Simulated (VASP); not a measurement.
Data:

```
CELL_PARAMETERS angstrom
      3.67760     0.00000     0.00000
      0.00000     3.67760     0.00000
      0.00000     0.00000     3.67760
ATOMIC_POSITIONS crystal
  Cu 0.00000 0.50000 0.50000
  Cu 0.50000 0.00000 0.50000
  Cu 0.50000 0.50000 0.00000
  Au 0.00000 0.00000 0.00000
```

Method: LDA (Ceperley-Alder, Perdew-Zunger), VASP's LDA PAW potentials (set 64) (plane waves; VASP 6.6.1). Settings: 500 eV cut-off, 8×8×8 Γ-centred mesh, first-order Methfessel-Paxton smearing of 0.10 eV, potentials Cu Au.

Unless said otherwise, spin-orbit coupling is left out, though it shifts the bands of the heavy elements here.

Estimate the energy per atom (σ→0), band gap (on the k-mesh) with the smallest direct gap where there is one.

- band gap (on the k-mesh): none (metal, semimetal or under 0.01 eV)
- energy per atom (σ→0): -4.681 eV/atom

Only differences to runs with the same potentials and settings are physical.

The compound is Cu3Au in the L1_2 structure. It was relaxed first, which changed the volume by -6 %.
